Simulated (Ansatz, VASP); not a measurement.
# Zn (Zinc): VASP beside Ansatz

Wanted: the spread between two codes on one cell, functional and k mesh. Of the first pair: The structure shown is the end of the Ansatz relaxation below.

Main program and level: Ansatz 0.2.0; plane waves, with VASP 6.6.1 beside it; single point at LDA and zone-centre phonons at LDA.

### Step 1. The starting structure

It takes space group P6_3/mmc (No. 194, hexagonal). Conventional cell: a = 2.577 Å, b = 2.577 Å, c = 4.660 Å, α = 90.00°, β = 90.00°, γ = 120.00°. Zn has 12 Zn at 2.58 to 2.76 Å nearest.

Structure file:

```cif
data_structure
_symmetry_space_group_name_H-M 'P6_3/mmc'
_symmetry_Int_Tables_number 194
_cell_length_a 2.5768
_cell_length_b 2.5768
_cell_length_c 4.6605
_cell_angle_alpha 90.000
_cell_angle_beta 90.000
_cell_angle_gamma 120.000
_cell_volume 26.80
loop_
_atom_site_label
_atom_site_type_symbol
_atom_site_symmetry_multiplicity
_atom_site_Wyckoff_symbol
_atom_site_fract_x
_atom_site_fract_y
_atom_site_fract_z
_atom_site_occupancy
Zn1 Zn 2 c 0.33333 0.66667 0.25000 1
```

### Step 2. Ansatz: relaxation, LDA

Ansatz runs on its PAW soft_1 files.

This run makes the geometry at which the two programs are then compared.

Input file input.yaml:

```yaml
crystal:
  lattice:
    - [2.5656737456, 0.0, 0.0]
    - [-1.2828368728, 2.2219386415, 0.0]
    - [0.0, 0.0, 4.6604744325]
  atoms:
    - { symbol: Zn, position: [0.3333333319, 0.6666666681, 0.25] }
    - { symbol: Zn, position: [0.6666666681, 0.3333333319, 0.75] }
kpoints:
  mp_grid: { grid: [18, 18, 10] }
hamiltonian:
  xc: lda
  pseudopotentials: { kind: paw, azcp: { folder: soft_1 }, xc_functional: pbe }
scf:
  occupations: { method: methfessel_paxton, width: 0.2 }
output:
  forces: true
  stress: true
  eigenvalues: true
relax:
  adjacent_minimum: "off"
  f_tol: 0.001
  max_steps: 60
  cell: { stress_tol: 0.01, fix: [c, angles] }
```

Launch:

```console
$ ansatz run input.yaml --threads 4 --pin off --max-ram 10240MiB --backend cpu --events-out ev --progress --plain --runs-dir out
```

Numbers of over 12 decimals in the logs are rounded to 6 here.

What it wrote:

```text
Warning: crystal.symmetry: narrowed to the stabiliser of the fixed cell quantities (relax.cell.fix) — unitary ops 24 → 8. The narrowing is safe, since a smaller group never makes results wrong: the run goes on under it, on as many k-points as the starting group would need, or more. Excluded: 16 operations that would move a fixed cell quantity at a test strain (relax.cell.fix fixes c, alpha, beta, gamma). The cell can leave their symmetry as it relaxes.
Engine: ansatz 0.2.0, aarch64-unknown-linux-gnu
Pseudopotentials: kind: paw
Pseudopotential: Zn, paw, valence charge 12, recommended cutoff 420 eV (normal), soft_1/Zn.paw.azcp
Functional definition: SPW92
  exchange = slater_x
  correlation = pw_c
Crystal: 2 atoms, lattice volume = 26.568 Å³
Basis set: ecut = 420 eV, 513 PW (Γ)
Bands: 16, of which v1, the nominal top of the filled ones, is band 12 counted from 1 (11 counted from 0)
Symmetry: 8 space group operations
k-points: 546 of 3240
Non-local potential: Zn, projectors of the file, l = 0: 2, l = 1: 2, l = 2: 3, l = 3: 1
PAW form: soft (Blöchl's): semilocal exchange-correlation on the pseudo side does not see the compensation charge
PAW frozen core: Zn, regenerated for the run's functional, and the local potential with it (the file was generated under x = pbe(κ = 0.804, μ = 0.219515), c = pbe(β = 0.066725))
PAW one-centre angular grid: Zn, 590 points (default); XC on 64 Gauss nodes
Initial density: superposition of atomic densities (chi_scale 0.1, normalization cell)
Initial wavefunctions: pseudopotential atomic-orbital guess
Functional: x = slater, c = lda
SCF iter   1: F=—  HF=-6492.858805 eV  |F-HF|=—  |Δ(HF+E_count)|=         —  Δρ=7.59e-2  dr2=1.09e0  ethr=3.10e-3  ⟨swp⟩=5.7  Hψ=52199  notcnv=0
preconditioner: auto → none  [metal: Δε(μ)=0.030 eV  Ē_g=13.257 eV  σ=0.200 eV  W_gap=0.13  n_scr=2 (ndim 8)  ℏωp=35.3 eV  f_vac=0.000  D(μ)=0.43/eV (n_scr^D=2)  sad-step TF]
SCF iter   2: F=—  HF=-6492.579977 eV  |F-HF|=—  |Δ(HF+E_count)|=   2.79e-1  S|Δr|=    0.00e0  Δρ=2.47e-2  dr2=7.33e-2  ethr=3.10e-3  ⟨swp⟩=2.0  Hψ=21547  notcnv=0  defer=7
SCF iter   3: F=—  HF=-6492.519618 eV  |F-HF|=—  |Δ(HF+E_count)|=   6.04e-2  S|Δr|=    0.00e0  Δρ=1.10e-2  dr2=2.18e-2  ethr=3.05e-4  ⟨swp⟩=2.0  Hψ=20331  notcnv=0  defer=7
SCF iter   4: F=—  HF=-6492.517265 eV  |F-HF|=—  |Δ(HF+E_count)|=   2.35e-3  S|Δr|=    0.00e0  Δρ=5.59e-3  dr2=2.45e-3  ethr=9.07e-5  ⟨swp⟩=2.0  Hψ=14624  notcnv=0  defer=7
SCF iter   5: F=—  HF=-6492.518510 eV  |F-HF|=—  |Δ(HF+E_count)|=   1.24e-3  S|Δr|=    0.00e0  Δρ=6.85e-4  dr2=3.51e-5  ethr=1.02e-5  ⟨swp⟩=2.0  Hψ=15556  notcnv=0  defer=7
SCF iter   6: F=—  HF=-6492.518525 eV  |F-HF|=—  |Δ(HF+E_count)|=   1.58e-5  S|Δr|=    0.00e0  Δρ=6.02e-5  dr2=2.81e-7  ethr=1.46e-7  ⟨swp⟩=2.0  Hψ=15268  notcnv=0  defer=7
SCF iter   7: F=-6492.518525 eV  HF=-6492.518525 eV  |F-HF|=3.45e-10  |Δ(HF+E_count)|=   1.23e-7  S|Δr|=    0.00e0  Δρ=2.47e-6  dr2=8.21e-10  ethr=4.17e-10  ⟨swp⟩=6.8  Hψ=45760  notcnv=0
SCF 1 converged in 7 iterations: F = -6492.518525 eV  dr2 = 8.21e-10
  greatest PAW one-centre occupation: 0.981 electrons in one spin orbital (limit 2), on the Zn atom at site 1 (counted from 0), in its partial waves of l = 2
relax step   1: F+E_penalty+E_count = -6492.51852546 eV  Δ(F+E_penalty+E_count) = +0.000e0 eV  max|allowed force component| = 2.291e-8 eV/Å  Δτ_max = 0.0000 Å  P = +1.871 GPa  Ω = 26.568 Å³  fix = [c, alpha, beta, gamma]  reactions: c +3.421 GPa; gamma -0.000 GPa/rad  (7 SCF iters, dr2 threshold 1.00e-7 eV, accepted)
[...]
relax step   2: F+E_penalty+E_count = -6492.51900844 eV  Δ(F+E_penalty+E_count) = -4.830e-4 eV  max|allowed force component| = 7.354e-9 eV/Å  Δτ_max = 0.0000 Å  P = +1.399 GPa  Ω = 26.667 Å³  energy of the carried Pulay correction = -4.424e-5 eV  fix = [c, alpha, beta, gamma]  reactions: c +2.959 GPa; gamma -0.000 GPa/rad  (4 SCF iters, dr2 threshold 2.00e-7 eV, accepted)
[...]
relax step   3: F+E_penalty+E_count = -6492.51920690 eV  Δ(F+E_penalty+E_count) = -1.985e-4 eV  max|allowed force component| = 1.190e-8 eV/Å  Δτ_max = 0.0000 Å  P = +0.800 GPa  Ω = 26.796 Å³  energy of the carried Pulay correction = -1.018e-4 eV  fix = [c, alpha, beta, gamma]  reactions: c +2.358 GPa; gamma -0.000 GPa/rad  (4 SCF iters, dr2 threshold 2.00e-7 eV, accepted)
[...]
relax step   4: F+E_penalty+E_count = -6492.51920526 eV  Δ(F+E_penalty+E_count) = +1.644e-6 eV  max|allowed force component| = 8.328e-10 eV/Å  Δτ_max = 0.0000 Å  P = +0.780 GPa  Ω = 26.800 Å³  energy of the carried Pulay correction = -1.038e-4 eV  fix = [c, alpha, beta, gamma]  reactions: c +2.338 GPa; gamma -0.000 GPa/rad  (4 SCF iters, dr2 threshold 1.06e-9 eV, accepted)
[...]
relax step   5: F+E_penalty+E_count = -6492.51930599 eV  Δ(F+E_penalty+E_count) = -1.007e-4 eV  max|allowed force component| = 1.888e-9 eV/Å  Δτ_max = 0.0000 Å  P = +0.777 GPa  Ω = 26.800 Å³  fix = [c, alpha, beta, gamma]  reactions: c +2.337 GPa; gamma -0.000 GPa/rad  stress off target by 3.31e-3 GPa on what of the cell is left free  SCF on the basis re-selected at this cell (its energy is not comparable with the rows above)  (5 SCF iters)
basis re-selected at this cell: Δ(F+E_penalty+E_count) = -1.007e-4 eV, ΔP = -0.003 GPa vs the last step (what re-selecting the basis moved, of the pressure what is left beyond the Pulay correction that the steps carried, after the strain that the cell walked since its last selection, with what the two solves' SCF thresholds leave and, on support functions, any second-order correction that the steps lacked; it is no m [...]
SCF converged after 5 iterations
Stability not checked: this state was not tested for a lower state beside it, because cold or Methfessel-Paxton smearing, or corrected tetrahedra, fill the levels in a way that the test cannot read (fill_not_monotonic; see scf.lower_state_search)
Free energy (F): -6492.519306 eV
Harris-Foulkes:  -6492.519306 eV  (|F-HF|=1.27e-11)
Internal energy: -6492.519610 eV  (E = F + TS)
E sigma→0 (E₀):  -6492.519382 eV
Entropy (-TS):   0.000304 eV (0.152 meV/atom)
Fermi energy:    12.678531 eV
--- Per-component energies (eV) ---
  E_band       = 125.245063
  E_kinetic    = 299.626318
  E_local      = -3354.601085  (includes V_loc(G=0)·N_el)
  E_nonlocal   = 1636.955097
  E_hartree    = 1243.789426
  E_xc         = -158.163580
  E_vxc        = -106.664796  (∫ρ·V_xc dr)
  E_paw        = -3645.912434  (= ΣΔE_a)
  E_vpaw       = -837.648826  (= ΣTr[D̂ρ^β])
  E_aug_tail   = -0.000475  (compensation charges beyond the density's cutoff)
  E_ewald      = -2517.327165
  E_core_change = 3.114287  (= ΣΔE_core)
  E_smearing   = 0.000304  (= −TS)
  E_closure    = -0.000000  (closes the sum)
  Σ components = -6492.519306   (vs F -6492.519306, Δ=0.00e0)
--- Forces (eV/Å), atoms counted from 1 ---
  atom   1  Zn    -0.00000000     0.00000000     0.00000000
  atom   2  Zn     0.00000000    -0.00000000     0.00000000
  max |Σ_I F_I| component: 0.00e0 eV/Å
--- Stress (GPa, compression-positive) ---
       -0.003312       0.000003       0.000000
        0.000003      -0.003309       0.000000
        0.000000       0.000000       2.337058
  P = ⅓ Tr σ = 0.7768 GPa (7.768 kbar)
--- Band table (eV; the first three rows and the last of 546) ---
  k-point 0: bands = [... 8 lower, 4.9755, 5.2761, 5.2761, 8.4675, 9.9526, 28.1565, 30.9179, 30.9179]
  k-point 1: bands = [... 8 lower, 4.9866, 5.2715, 5.2715, 7.6626, 10.9063, 26.8745, 30.9882, 30.9882]
  k-point 2: bands = [... 8 lower, 5.0173, 5.2573, 5.2573, 6.5494, 12.4744, 24.6940, 31.1960, 31.1960]
  k-point 545: bands = [... 8 lower, 5.4799, 5.4799, 10.2952, 10.2952, 12.8807, 12.8807, 23.8327, 23.8327]
--- Relaxed structure (4 steps of the walk, 4 accepted, 1 SCFs on fresh bases) ---
  F+E_penalty+E_count = -6492.51930599 eV   max|allowed force component| = 1.888e-9 eV/Å   (the final SCF, on the basis selected at the relaxed cell)
  cell:  # Å, volume = 26.8001 Å³
    - [2.576841, 1.0182536593711316e-18, 0]
    - [-1.288420, 2.231610, 0]
    - [0, 0, 4.6604744325]
  atoms:
    - { symbol: Zn, position: [0.333333, 0.666667, 0.25] }
    - { symbol: Zn, position: [0.666667, 0.333333, 0.750000] }
```

### Step 3. VASP: single point, LDA

The same cell, functional (in two slightly different forms), mesh and smearing now go to VASP, with its own data sets.

Lines of VASP's logs that name or quote its potential files are left out, and so is its time.

Input file INCAR:

```
SYSTEM = Zn
PREC = Accurate
ENCUT = 500
EDIFF = 1E-06
NELM = 120
ISMEAR = 1
SIGMA = 0.2
LREAL = .FALSE.
ALGO = Normal
GGA = CA
NBANDS = 18
LORBIT = 11
LWAVE = .FALSE.
LCHARG = .FALSE.
ISIF = 2
LASPH = .TRUE.
GGA_COMPAT = .FALSE.
KPAR = 2
```

Input file POSCAR:

```
Zn
1.0
    2.5768409646      0.0000000000      0.0000000000
   -1.2884204823      2.2316097369      0.0000000000
    0.0000000000      0.0000000000      4.6604744325
Zn
2
Direct
    0.3333333337      0.6666666663      0.2500000000
    0.6666666663      0.3333333337      0.7500000000
```

Input file KPOINTS:

```
Automatic mesh
0
Gamma
18 18 10
0 0 0
```

PAW data sets: Zn (LDA family, release 64).

Launch:

```console
$ mpirun -np 2 vasp_std
```

What it wrote:

```text
[banner, memory and clock lines left out]
running    2 mpi-ranks, on    1 nodes
 distrk:  each k-point on    1 cores,    2 groups
 distr:  one band on    1 cores,    1 groups

 POSCAR found type information on POSCAR Zn
 POSCAR found :  1 types and       2 ions
 LDA part: xc-table for (Slater(with rela. corr.)+CA(PZ))
 , standard interpolation
 POSCAR, INCAR and KPOINTS ok, starting setup
 FFT: planning ... GRIDC
 FFT: planning ... GRID_SOFT
 FFT: planning ... GRID
 WAVECAR not read
 entering main loop
       N       E                     dE             d eps       ncg     rms          rms(c)
DAV:   1     0.103530466095E+03    0.10353E+03   -0.12251E+04  8328   0.213E+03
DAV:   2    -0.651314517036E-01   -0.10360E+03   -0.10089E+03  8060   0.295E+02
DAV:   3    -0.405850782180E+01   -0.39934E+01   -0.39771E+01  8968   0.669E+01
DAV:   4    -0.407777865783E+01   -0.19271E-01   -0.19266E-01  8882   0.467E+00
DAV:   5    -0.407780362028E+01   -0.24962E-04   -0.24962E-04  8648   0.149E-01    0.533E+00
DAV:   6    -0.377829211165E+01    0.29951E+00   -0.11427E+00  8658   0.241E+01    0.373E+00
DAV:   7    -0.375543507574E+01    0.22857E-01   -0.47126E-02 10162   0.391E+00    0.187E+00
DAV:   8    -0.374527950035E+01    0.10156E-01   -0.29706E-03 11102   0.794E-01    0.538E-02
DAV:   9    -0.374524272912E+01    0.36771E-04   -0.25908E-04 10468   0.197E-01    0.287E-02
DAV:  10    -0.374524607812E+01   -0.33490E-05   -0.17721E-05  8820   0.379E-02    0.235E-03
DAV:  11    -0.374524607998E+01   -0.18640E-08   -0.66149E-07  5112   0.113E-02
   1 F= -.37452461E+01 E0= -.37453246E+01  d E =0.235647E-03
```

OUTCAR, selected parts (step 3):

```text
ion  position               nearest neighbor table
   1  0.333  0.667  0.250-   2 2.76   2 2.76   2 2.76   2 2.76   2 2.76   2 2.76
   2  0.667  0.333  0.750-   1 2.76   1 2.76   1 2.76   1 2.76   1 2.76   1 2.76

  LATTYP: Found a hexagonal cell.
 ALAT       =     2.5768409646
 C/A-ratio  =     1.8085999472

 Subroutine GETGRP returns: Found 24 space group operations
 (whereof 12 operations were pure point group operations)

The static configuration has the point symmetry D_3d.
 The point group associated with its full space group is D_6h.

 Found    222 irreducible k-points:

   k-points           NKPTS =    222   k-points in BZ     NKDIM =    222   number of bands    NBANDS=     18

   dimension x,y,z NGX =    20 NGY =   20 NGZ =   36
   dimension x,y,z NGXF=    40 NGYF=   40 NGZF=   72

   ENCUT  =  500.0 eV  36.75 Ry    6.06 a.u.   4.70  4.70  8.50*2*pi/ulx,y,z

   NELECT =      24.0000    total number of electrons

 k-points in reciprocal lattice and weights: Automatic mesh
   0.00000000  0.00000000  0.00000000       0.000
   0.05555556  0.00000000  0.00000000       0.002
   0.11111111  0.00000000  0.00000000       0.002
   0.16666667  0.00000000  0.00000000       0.002
   0.22222222  0.00000000  0.00000000       0.002
   0.27777778 -0.00000000  0.00000000       0.002
   0.33333333 -0.00000000  0.00000000       0.002
   0.38888889 -0.00000000  0.00000000       0.002
   0.44444444  0.00000000  0.00000000       0.002
[...]
0.33333333  0.27777778  0.50000000       0.004
   0.33333333  0.33333333  0.50000000       0.001

 average (electrostatic) potential at core
       1 -37.3791       2 -37.3791

 E-fermi :   3.9337

 k-point     1 :       0.0000    0.0000    0.0000
  band No.  band energies     occupation
    ...
      9      -3.8140      2.00000
     10      -3.5150      2.00000
     11      -3.5150      2.00000
     12      -0.2782      2.00000
     13       1.2008      2.00000
     14      19.5529      0.00000
     15      22.2889      0.00000
     16      22.2889      0.00000
     17      23.1277      0.00000
     18      24.0762      0.00000

 k-point     2 :       0.0556    0.0000    0.0000
  band No.  band energies     occupation
    ...
      9      -3.8253      2.00000
     10      -3.5890      2.00000
     11      -3.5128      2.00000
     12      -0.1020      2.00000
     13       1.2475      2.00000
     14      19.6621      0.00000
     15      20.4057      0.00000
     16      21.2971      0.00000
     17      22.5707      0.00000
     18      23.7130      0.00000

 k-point     3 :       0.1111    0.0000    0.0000
  band No.  band energies     occupation
    ...
      9      -3.8562      2.00000
     10      -3.7456      2.00000
     11      -3.5080      2.00000
     12       0.3821      2.00000
     13       1.3946      2.00000
     14      17.6025      0.00000
     15      19.8603      0.00000
     16      19.9728      0.00000
     17      21.8308      0.00000
     18      23.1686      0.00000

  Total        0.1476170      0.1476170      0.4813277      0.0000000     -0.0000000      0.0000000
  in kB        8.8249230      8.8249230     28.7750067      0.0000000     -0.0000000      0.0000000
  external PRESSURE =      15.4749509 kB  Pullay stress =       0.0000000 kB

  energy-cutoff  :      500.00
  volume of cell :       26.80
      direct lattice vectors                 reciprocal lattice vectors
     2.576840965  0.000000000  0.000000000     0.388072067  0.224053512  0.000000000
    -1.288420482  2.231609737  0.000000000     0.000000000  0.448107025  0.000000000
     0.000000000  0.000000000  4.660474433     0.000000000  0.000000000  0.214570429

 POSITION                                       TOTAL-FORCE (eV/Angst)
 -----------------------------------------------------------------------------------
      0.00000      1.48774      1.16512         0.000000      0.000000      0.000000
      1.28842      0.74387      3.49536        -0.000000      0.000000      0.000000
 -----------------------------------------------------------------------------------
    total drift:                               -0.000000      0.000000      0.000000

  FREE ENERGIE OF THE ION-ELECTRON SYSTEM (eV)
  ---------------------------------------------------
  free  energy   TOTEN  =        -3.7452460800 eV

  energy  without entropy=       -3.7454817265  energy(sigma->0) =       -3.74532463

 total charge
# of ion       s       p       d       tot
------------------------------------------
    1        0.617   0.542   9.731  10.890
    2        0.617   0.542   9.731  10.890
--------------------------------------------------
tot          1.234   1.085  19.461  21.780

[... 3 further parts left out ...]
```

The run ends at a pressure of 1.55 GPa.

### Step 4. Comparison

Known differences besides the potentials themselves: the two LDA forms differ slightly; the cutoff is 420 eV in Ansatz and 500 eV in VASP; VASP's log shows a relativistic correction to its local exchange, Ansatz's none; Ansatz's pressure holds a Pulay correction, VASP's none. Total energies have different zeros and are not compared.

Both answers:

```tsv
quantity	Ansatz	VASP	difference
pressure (GPa)	0.78	1.55	-0.77
```

(Continued in part 2 of 2.)

[Lines on the potential files, build, host, timing and source positions are cut from VASP's logs without a mark.]

[Logs are printed without paths, hosts, clocks, repeated set-up lines and the standing remarks that a program may print on its own settings, such as how far it seeks lower states.]

[Hosts, paths, dates, database ids (printed as entryN), source tags and the programs' standing remarks are cut or masked in the printed files.]
